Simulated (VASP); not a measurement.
A run of VASP 6.6.1:

The input INCAR:

```
PREC     = Accurate       # precision mode
ENCUT    = 520            # plane-wave cutoff, eV
EDIFF    = 1E-7           # SCF threshold, eV
ISMEAR   = -1             # smearing method
SIGMA    = 0.05           # smearing width, eV
LREAL    = False          # projectors in reciprocal space
LASPH    = True           # aspherical terms in the spheres
NELM     = 100            # most SCF steps
ALGO     = Fast           # electronic algorithm
ISIF     = 2              # what is computed and relaxed
LWAVE    = False          # write WAVECAR
LCHARG   = False          # write CHGCAR
GGA      = PE             # functional
NBANDS   = 30             # bands
```

KPOINTS

```
Automatic mesh
0
Gamma
  2 2 1
```

Contents of POSCAR:

```
Mg12NO
1.0
    6.4200000000      0.0000000000      0.0000000000
    3.2100000000      5.5598830000      0.0000000000
    0.0000000000      0.0000000000     18.2130400000
Mg N O
12 1 1
Direct
    0.0000000000      0.0000000000      0.0549057159
    0.5000000000      0.0000000000      0.0549057159
    0.0000037321      0.4999925358      0.0549057159
    0.5000037321      0.4999925358      0.0549057159
   -0.3146899155      0.6402832578      0.1762967632
    0.1904561074      0.6261282836      0.1926531760
   -0.2854543283      1.0952388746      0.2141432732
    0.1784209302      1.0602920961      0.2389057510
    0.0644641392      0.0363676718      0.4266338843
    0.7166124269      0.0348748346      0.3935916245
    0.1090405471      0.5854080023      0.3711187149
    0.6490691082      0.5681234659      0.3228511001
    0.9265647581      0.0762785836      0.3139948081
    1.0630319820     -0.2801138082      0.4558656874
```

Potentials or basis: VASP PAW PBE potentials, release 64 (Mg, N, O).

Launch:

```console
$ cat potpaw_PBE.64/Mg/POTCAR potpaw_PBE.64/N/POTCAR potpaw_PBE.64/O/POTCAR > POTCAR
$ mpirun -np 1 vasp_std > vasp.out
```

Hardware: 1 thread of Intel(R) Xeon(R) 6975P-C (Granite Rapids) (shared host).

Q: Estimate the wall time of this run.

A: It took 3.1 min on 1 thread of Intel(R) Xeon(R) 6975P-C (Granite Rapids), on a shared host, peak memory 0.7 GiB. Counts: scf iterations 24, k points 4.
